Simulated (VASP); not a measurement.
# GW on ZnSe (Stilleite), part 4 of 6

Aim: the quasiparticle gap of ZnSe (Stilleite), and what it costs to get it. The cell is of the zinc-blende type, one of the forms listed for this formula. The start is a cell from a database of measured crystal structures.

VASP 6.6.1, plane waves and PAW; the level of theory is named at each step.

So far, quasiparticle gap on the mesh (eV): step 3 (evGW0) 2.65. Also gap on the k-mesh (eV): step 2 (empty bands, functional PBE) 1.28.

## Step 4: QPGW0

This step: QPGW0 on PBE; plane waves and PAW (Zn_GW, Se_GW) (VASP 6.6.1).

Here the orbitals are updated too, by diagonalising a Hermitian self-energy in the bands up to NBANDSGW.

Contents of INCAR:

```
SYSTEM = ZnSe
PREC = Accurate
ENCUT = 350
ISMEAR = 0
SIGMA = 0.01
LREAL = .FALSE.
GGA = PE
NBANDS = 296
ALGO = QPGW0
NELMGW = 4
ENCUTGW = 200
NOMEGA = 48
PRECFOCK = Fast
NBANDSGW = 32
LWAVE = .FALSE.
LCHARG = .FALSE.
```

Contents of POSCAR:

```
ZnSe
1.0
    0.0000000000      2.8338000000      2.8338000000
    2.8338000000      0.0000000000      2.8338000000
    2.8338000000      2.8338000000      0.0000000000
Zn Se
1 1
Direct
    0.0000000000      0.0000000000      0.0000000000
    0.2500000000      0.2500000000      0.2500000000
```

Contents of KPOINTS:

```
Automatic mesh
0
Gamma
6 6 6
0 0 0
```

Potentials, in the order of the species: Zn_GW and Se_GW (PBE family, release 64).

Run with:

```sh
> mpirun -np 8 vasp_std
```

Output:

```text
[banner, memory and clock lines left out]
running    8 mpi-ranks, on    1 nodes
 distrk:  each k-point on    8 cores,    1 groups
 distr:  one band on    1 cores,    8 groups

 POSCAR found type information on POSCAR ZnSe
 POSCAR found :  2 types and       2 ions
 [... a notice as in an earlier step ...]

 [... a notice as in an earlier step ...]

 LDA part: xc-table for (Slater+PW92), standard interpolation
 found WAVECAR, reading the header
 POSCAR, INCAR and KPOINTS ok, starting setup
 FFT: planning ... GRIDC
 FFT: planning ... GRID_SOFT
 FFT: planning ... GRID
 reading WAVECAR
 the WAVECAR file was read successfully
 initial charge from wavefunction
 available memory per node:     34.22 GB, setting MAXMEM to     35042

 The Fermi energy was updated, please check that it is located mid-gap
 values below the HOMO (VB) or above the LUMO (CB) will cause erroneous energies
 E-fermi :   3.2869

 calculate exact exchange contribution
 the WAVEDER file was read successfully
energies w=
    0.000    0.000    0.538    0.000    1.073    0.000    1.604    0.000
    2.129    0.000    2.647    0.000    3.156    0.000    3.655    0.000
    4.145    0.000    4.626    0.000    5.098    0.000    5.563    0.000
    6.021    0.000    6.474    0.000    6.923    0.000    7.369    0.000
    7.815    0.000    8.263    0.000    8.714    0.000    9.170    0.000
    9.634    0.000   10.109    0.000   10.597    0.000   11.102    0.000
   11.627    0.000   12.177    0.000   12.756    0.000   13.371    0.000
   14.028    0.000   14.735    0.000   15.502    0.000   16.344    0.000
   17.273    0.000   18.311    0.000   19.481    0.000   20.819    0.000
   22.367    0.000   24.187    0.000   26.361    0.000   29.012    0.000
   32.322    0.000   36.572    0.000   42.233    0.000   50.139    0.000
   61.932    0.000   81.356    0.000  119.196    0.000  224.546    0.000
 responsefunction array rank=     304
 LDA part: xc-table for (Slater+PW92), standard interpolation

 min. memory requirement per mpi rank    653.5 MB, per node   5228.4 MB

 allocating   6 responsefunctions rank=   304
 shmem allocating  48 responsefunctions rank=   304
 response function shared by NCSHMEM nodes    1
 Doing            6  frequencies on each core in blocks of           48
NQ=   1    0.0000    0.0000    0.0000,
|.........|.........|.........|.........|.........|.........|.........|.........
 performed       1418000 updates of chi_q(r,r)
 total number of BLAS operations        909.14 Gflops
NQ=   2    0.1667    0.0000    0.0000,
|.........|.........|.........|.........|.........|.........|.........|.........
 performed       4125000 updates of chi_q(r,r)
 total number of BLAS operations       2793.86 Gflops
NQ=   3    0.3333    0.0000    0.0000,
|.........|.........|.........|.........|.........|.........|.........|.........
 performed       6832000 updates of chi_q(r,r)
 total number of BLAS operations       4615.24 Gflops
NQ=   4    0.5000    0.0000    0.0000,
|.........|.........|.........|.........|.........|.........|.........|.........
 performed       9084000 updates of chi_q(r,r)
 total number of BLAS operations       5948.43 Gflops
NQ=   5    0.1667    0.1667    0.0000,
|.........|.........|.........|.........|.........|.........|.........|.........
 performed      11791000 updates of chi_q(r,r)
 total number of BLAS operations       7833.14 Gflops
NQ=   6    0.3333    0.1667    0.0000,
|.........|.........|.........|.........|.........|.........|.........|.........
 performed      16127000 updates of chi_q(r,r)
 total number of BLAS operations      10831.67 Gflops
NQ=   7    0.5000    0.1667    0.0000,
|.........|.........|.........|.........|.........|.........|.........|.........
 performed      20463000 updates of chi_q(r,r)
 total number of BLAS operations      13809.83 Gflops
NQ=   8   -0.3333    0.1667    0.0000,
|.........|.........|.........|.........|.........|.........|.........|.........
 performed      24799000 updates of chi_q(r,r)
 total number of BLAS operations      16828.79 Gflops
NQ=   9   -0.1667    0.1667    0.0000,
|.........|.........|.........|.........|.........|.........|.........|.........
 performed      28529000 updates of chi_q(r,r)
 total number of BLAS operations      19425.70 Gflops
NQ=  10    0.3333    0.3333    0.0000,
|.........|.........|.........|.........|.........|.........|.........|.........
 performed      31236000 updates of chi_q(r,r)
 total number of BLAS operations      21400.93 Gflops
NQ=  11    0.5000    0.3333    0.0000,
|.........|.........|.........|.........|.........|.........|.........|.........
 performed      35572000 updates of chi_q(r,r)
 total number of BLAS operations      24318.41 Gflops
NQ=  12   -0.3333    0.3333    0.0000,
|.........|.........|.........|.........|.........|.........|.........|.........
 performed      39302000 updates of chi_q(r,r)
 total number of BLAS operations      26725.27 Gflops
NQ=  13    0.5000    0.5000    0.0000,
|.........|.........|.........|.........|.........|.........|.........|.........
 performed      41289000 updates of chi_q(r,r)
 total number of BLAS operations      28175.25 Gflops
NQ=  14    0.5000    0.3333    0.1667,
|.........|.........|.........|.........|.........|.........|.........|.........
 performed      46193000 updates of chi_q(r,r)
 total number of BLAS operations      31429.75 Gflops
NQ=  15   -0.3333    0.3333    0.1667,
|.........|.........|.........|.........|.........|.........|.........|.........
 performed      50794000 updates of chi_q(r,r)
 total number of BLAS operations      34440.86 Gflops
NQ=  16   -0.3333    0.5000    0.1667,
|.........|.........|.........|.........|.........|.........|.........|.........
 performed      54543000 updates of chi_q(r,r)
 total number of BLAS operations      36963.23 Gflops
 resolving degeneracies of screened two electron integrals

 calculate QP shifts <psi_nk| G(iteration)W_0 |psi_nk>: iteration 1

 QP shifts <psi_nk| G(iteration)W_0 |psi_nk>: iteration 1
 NQ=           1  operations          48
 NQ=           2  operations           6
 NQ=           3  operations           6
 NQ=           4  operations          12
 NQ=           5  operations           8
 NQ=           6  operations           2
 NQ=           7  operations           2
 NQ=           8  operations           2
 NQ=           9  operations           4
 NQ=          10  operations           8
 NQ=          11  operations           2
 NQ=          12  operations           4
 NQ=          13  operations          16
 NQ=          14  operations           2
 NQ=          15  operations           2
 NQ=          16  operations           4
 allocating   6 responsefunctions rank=   304
[...]
NQ=   4    0.5000    0.0000    0.0000,
|.........|.........|.........|.........|.........|.........|.........|.........
 performed       9084000 updates of chi_q(r,r)
 total number of BLAS operations       5948.43 Gflops
NQ=   5    0.1667    0.1667    0.0000,
|.........|.........|.........|.........|.........|.........|.........|.........
 performed      11791000 updates of chi_q(r,r)
 total number of BLAS operations       7833.14 Gflops
NQ=   6    0.3333    0.1667    0.0000,
|.........|.........|.........|.........|.........|.........|.........|.........
 performed      16127000 updates of chi_q(r,r)
 total number of BLAS operations      10831.67 Gflops
NQ=   7    0.5000    0.1667    0.0000,
|.........|.........|.........|.........|.........|.........|.........|.........
 performed      20463000 updates of chi_q(r,r)
 total number of BLAS operations      13809.83 Gflops
NQ=   8   -0.3333    0.1667    0.0000,
|.........|.........|.........|.........|.........|.........|.........|.........
 performed      24799000 updates of chi_q(r,r)
 total number of BLAS operations      16828.79 Gflops
NQ=   9   -0.1667    0.1667    0.0000,
|.........|.........|.........|.........|.........|.........|.........|.........
 performed      28529000 updates of chi_q(r,r)
 total number of BLAS operations      19425.70 Gflops
NQ=  10    0.3333    0.3333    0.0000,
|.........|.........|.........|.........|.........|.........|.........|.........
 performed      31236000 updates of chi_q(r,r)
 total number of BLAS operations      21400.93 Gflops
NQ=  11    0.5000    0.3333    0.0000,
|.........|.........|.........|.........|.........|.........|.........|.........
 performed      35572000 updates of chi_q(r,r)
 total number of BLAS operations      24318.41 Gflops
NQ=  12   -0.3333    0.3333    0.0000,
|.........|.........|.........|.........|.........|.........|.........|.........
 performed      39302000 updates of chi_q(r,r)
 total number of BLAS operations      26725.27 Gflops
NQ=  13    0.5000    0.5000    0.0000,
|.........|.........|.........|.........|.........|.........|.........|.........
 performed      41289000 updates of chi_q(r,r)
 total number of BLAS operations      28175.25 Gflops
NQ=  14    0.5000    0.3333    0.1667,
|.........|.........|.........|.........|.........|.........|.........|.........
 performed      46193000 updates of chi_q(r,r)
 total number of BLAS operations      31429.75 Gflops
NQ=  15   -0.3333    0.3333    0.1667,
|.........|.........|.........|.........|.........|.........|.........|.........
 performed      50794000 updates of chi_q(r,r)
 total number of BLAS operations      34440.86 Gflops
NQ=  16   -0.3333    0.5000    0.1667,
|.........|.........|.........|.........|.........|.........|.........|.........
 performed      54543000 updates of chi_q(r,r)
 total number of BLAS operations      36963.23 Gflops
 resolving degeneracies of screened two electron integrals

 QP shifts <psi_nk| G(iteration)W_0 |psi_nk>: iteration 3
 NQ=           1  operations          48
 NQ=           2  operations           6
 NQ=           3  operations           6
 NQ=           4  operations          12
 NQ=           5  operations           8
 NQ=           6  operations           2
 NQ=           7  operations           2
 NQ=           8  operations           2
 NQ=           9  operations           4
 NQ=          10  operations           8
 NQ=          11  operations           2
 NQ=          12  operations           4
 NQ=          13  operations          16
 NQ=          14  operations           2
 NQ=          15  operations           2
 NQ=          16  operations           4
 allocating   6 responsefunctions rank=   304
 shmem allocating  48 responsefunctions rank=   304
 response function shared by NCSHMEM nodes    1
 Doing            6  frequencies on each core in blocks of           48
NQ=   1    0.0000    0.0000    0.0000,
|.........|.........|.........|.........|.........|.........|.........|.........
 performed       1418000 updates of chi_q(r,r)
 total number of BLAS operations        909.14 Gflops
NQ=   2    0.1667    0.0000    0.0000,
|.........|.........|.........|.........|.........|.........|.........|.........
 performed       4125000 updates of chi_q(r,r)
 total number of BLAS operations       2793.86 Gflops
NQ=   3    0.3333    0.0000    0.0000,
|.........|.........|.........|.........|.........|.........|.........|.........
 performed       6832000 updates of chi_q(r,r)
 total number of BLAS operations       4615.24 Gflops
NQ=   4    0.5000    0.0000    0.0000,
|.........|.........|.........|.........|.........|.........|.........|.........
 performed       9084000 updates of chi_q(r,r)
 total number of BLAS operations       5948.43 Gflops
NQ=   5    0.1667    0.1667    0.0000,
|.........|.........|.........|.........|.........|.........|.........|.........
 performed      11791000 updates of chi_q(r,r)
 total number of BLAS operations       7833.14 Gflops
NQ=   6    0.3333    0.1667    0.0000,
|.........|.........|.........|.........|.........|.........|.........|.........
 performed      16127000 updates of chi_q(r,r)
 total number of BLAS operations      10831.67 Gflops
NQ=   7    0.5000    0.1667    0.0000,
|.........|.........|.........|.........|.........|.........|.........|.........
 performed      20463000 updates of chi_q(r,r)
 total number of BLAS operations      13809.83 Gflops
NQ=   8   -0.3333    0.1667    0.0000,
|.........|.........|.........|.........|.........|.........|.........|.........
 performed      24799000 updates of chi_q(r,r)
 total number of BLAS operations      16828.79 Gflops
NQ=   9   -0.1667    0.1667    0.0000,
|.........|.........|.........|.........|.........|.........|.........|.........
 performed      28529000 updates of chi_q(r,r)
 total number of BLAS operations      19425.70 Gflops
NQ=  10    0.3333    0.3333    0.0000,
|.........|.........|.........|.........|.........|.........|.........|.........
 performed      31236000 updates of chi_q(r,r)
 total number of BLAS operations      21400.93 Gflops
NQ=  11    0.5000    0.3333    0.0000,
|.........|.........|.........|.........|.........|.........|.........|.........
 performed      35572000 updates of chi_q(r,r)
 total number of BLAS operations      24318.41 Gflops
NQ=  12   -0.3333    0.3333    0.0000,
|.........|.........|.........|.........|.........|.........|.........|.........
 performed      39302000 updates of chi_q(r,r)
 total number of BLAS operations      26725.27 Gflops
NQ=  13    0.5000    0.5000    0.0000,
|.........|.........|.........|.........|.........|.........|.........|.........
 performed      41289000 updates of chi_q(r,r)
 total number of BLAS operations      28175.25 Gflops
NQ=  14    0.5000    0.3333    0.1667,
|.........|.........|.........|.........|.........|.........|.........|.........
 performed      46193000 updates of chi_q(r,r)
 total number of BLAS operations      31429.75 Gflops
NQ=  15   -0.3333    0.3333    0.1667,
|.........|.........|.........|.........|.........|.........|.........|.........
 performed      50794000 updates of chi_q(r,r)
 total number of BLAS operations      34440.86 Gflops
NQ=  16   -0.3333    0.5000    0.1667,
|.........|.........|.........|.........|.........|.........|.........|.........
 performed      54543000 updates of chi_q(r,r)
 total number of BLAS operations      36963.23 Gflops
 resolving degeneracies of screened two electron integrals

 QP shifts <psi_nk| G(iteration)W_0 |psi_nk>: iteration 4
 NQ=           1  operations          48
 NQ=           2  operations           6
 NQ=           3  operations           6
 NQ=           4  operations          12
 NQ=           5  operations           8
 NQ=           6  operations           2
 NQ=           7  operations           2
 NQ=           8  operations           2
 NQ=           9  operations           4
 NQ=          10  operations           8
 NQ=          11  operations           2
 NQ=          12  operations           4
 NQ=          13  operations          16
 NQ=          14  operations           2
 NQ=          15  operations           2
 NQ=          16  operations           4
 entering main loop
```

The job ended after 51 min (8 MPI ranks of AMD EPYC 9R45, shared host; peak memory 5.4 GiB; 6.8 h of CPU time).

OUTCAR, selected parts (step 4):

```text
The static configuration has the point symmetry T_d .

 Found     16 irreducible k-points:

   NELECT =      18.0000    total number of electrons

 E-fermi :   3.2869

 QP shifts <psi_nk| G(iteration)W_0 |psi_nk>: iteration 1
 k-point   1 :       0.0000    0.0000    0.0000
  band No. DFT-energies  QP-energies  QP-e(diag)   sigma(DFT)    Z            occupation
    ...
      6      -3.5234      -5.0947      -5.0870      -5.8331       0.6770       2.0000
      7       2.6485       1.7633       1.7636       1.4844       0.7601       2.0000
      8       2.6485       1.7633       1.7636       1.4844       0.7601       2.0000
      9       2.6485       1.7633       1.7636       1.4844       0.7601       2.0000
     10       3.9253       4.1729       4.2020       4.2761       0.7887       0.0000
     11       8.4461       8.6398       8.6432       8.7014       0.7720       0.0000
     12       8.4461       8.6398       8.6432       8.7014       0.7720       0.0000
     13       8.4461       8.6398       8.6432       8.7014       0.7720       0.0000
    ...

 k-point   2 :       0.1667    0.0000    0.0000
  band No. DFT-energies  QP-energies  QP-e(diag)   sigma(DFT)    Z            occupation
    ...
      6      -3.5251      -5.0919      -5.0858      -5.8327       0.6763       2.0000
      7       0.7414      -0.1393      -0.1272      -0.4220       0.7465       2.0000
      8       2.3958       1.4955       1.4949       1.2093       0.7593       2.0000
      9       2.3958       1.4955       1.4949       1.2093       0.7593       2.0000
     10       5.1895       5.4223       5.4349       5.5037       0.7809       0.0000
     11       8.5157       8.6733       8.6817       8.7315       0.7695       0.0000
     12       8.8478       9.0511       9.0556       9.1184       0.7679       0.0000
     13       8.8478       9.0511       9.0556       9.1184       0.7679       0.0000
    ...

 k-point   3 :       0.3333    0.0000    0.0000
  band No. DFT-energies  QP-energies  QP-e(diag)   sigma(DFT)    Z            occupation
    ...
      6      -3.5166      -5.0800      -5.0744      -5.8192       0.6765       2.0000
      7      -1.4092      -2.3854      -2.3945      -2.7877       0.7148       2.0000
      8       1.9681       1.0411       1.0403       0.7412       0.7562       2.0000
      9       1.9681       1.0411       1.0403       0.7412       0.7562       2.0000
     10       5.3204       5.5802       5.5973       5.6735       0.7843       0.0000
     11       9.1198       9.3022       9.3076       9.3649       0.7664       0.0000
     12       9.1198       9.3022       9.3076       9.3649       0.7664       0.0000
     13      10.2109      10.3206      10.3401      10.3840       0.7463       0.0000
    ...

 QP shifts <psi_nk| G(iteration)W_0 |psi_nk>: iteration 2
 k-point   1 :       0.0000    0.0000    0.0000
  band No. DFT-energies  QP-energies  QP-e(diag)   sigma(DFT)    Z            occupation
    ...
      6      -5.0947      -5.7004      -5.6978      -5.9882       0.6750       2.0000
      7       1.7633       1.5524       1.5526       1.4871       0.7629       2.0000
      8       1.7633       1.5524       1.5526       1.4871       0.7629       2.0000
      9       1.7633       1.5524       1.5526       1.4871       0.7629       2.0000
     10       4.1729       4.2139       4.2179       4.2296       0.7928       0.0000
     11       8.6398       8.6388       8.6407       8.6410       0.7743       0.0000
     12       8.6398       8.6388       8.6407       8.6410       0.7743       0.0000
     13       8.6398       8.6388       8.6407       8.6410       0.7743       0.0000
    ...

 QP shifts <psi_nk| G(iteration)W_0 |psi_nk>: iteration 3
 k-point   1 :       0.0000    0.0000    0.0000
  band No. DFT-energies  QP-energies  QP-e(diag)   sigma(DFT)    Z            occupation
    ...
      6      -5.7004      -5.9624      -5.9600      -6.0837       0.6771       2.0000
      7       1.5524       1.4737       1.4757       1.4519       0.7635       2.0000
      8       1.5524       1.4737       1.4757       1.4519       0.7635       2.0000
      9       1.5524       1.4737       1.4757       1.4519       0.7635       2.0000
     10       4.2139       4.2144       4.2155       4.2160       0.7935       0.0000
     11       8.6388       8.6293       8.6317       8.6297       0.7744       0.0000
     12       8.6388       8.6293       8.6317       8.6297       0.7744       0.0000
     13       8.6388       8.6293       8.6317       8.6297       0.7744       0.0000
    ...

 QP shifts <psi_nk| G(iteration)W_0 |psi_nk>: iteration 4
 k-point   1 :       0.0000    0.0000    0.0000
  band No. DFT-energies  QP-energies  QP-e(diag)   sigma(DFT)    Z            occupation
    ...
      6      -5.9624      -6.0577      -6.0550      -6.0995       0.6752       2.0000
      7       1.4737       1.4378       1.4407       1.4305       0.7636       2.0000
      8       1.4737       1.4378       1.4407       1.4305       0.7636       2.0000
      9       1.4737       1.4378       1.4407       1.4305       0.7636       2.0000
     10       4.2144       4.2102       4.2109       4.2100       0.7934       0.0000
     11       8.6293       8.6260       8.6283       8.6281       0.7744       0.0000
     12       8.6293       8.6260       8.6283       8.6281       0.7744       0.0000
     13       8.6293       8.6260       8.6283       8.6281       0.7744       0.0000
    ...

[... 16 parts as in an earlier step ...]

[... 26 further parts left out ...]
```

This step gave:

```
quasiparticle gap on the mesh                 : 2.772 eV
smallest direct quasiparticle gap on the mesh : 2.772 eV
```

QP gap by iteration, by row:

```csv
iteration,gap (eV),direct gap (eV)
1,2.41,2.41
2,2.662,2.662
3,2.741,2.741
4,2.772,2.772
```

GW takes the gap from 1.277 to 2.772 eV. That is +121 meV against evGW0 on PBE. The last pass still moved it by +32 meV. Spin-orbit coupling is left out. The value holds for 296 bands, ENCUTGW = 200 eV and this mesh, and isn't shown to be converged in them.

[end of part 4 of 6]

[Lines on the potential files, build, host, timing and source positions are cut from VASP's logs without a mark.]

[Logs are printed without paths, hosts, clocks, repeated set-up lines and the standing remarks that a program may print on its own settings, such as how far it seeks lower states.]

[Hosts, paths, dates, database ids (printed as entryN), source tags and the programs' standing remarks are cut or masked in the printed files.]

[Pressures printed for these runs are not shown converged in the cutoff: they can be off by several GPa and have the wrong sign.]
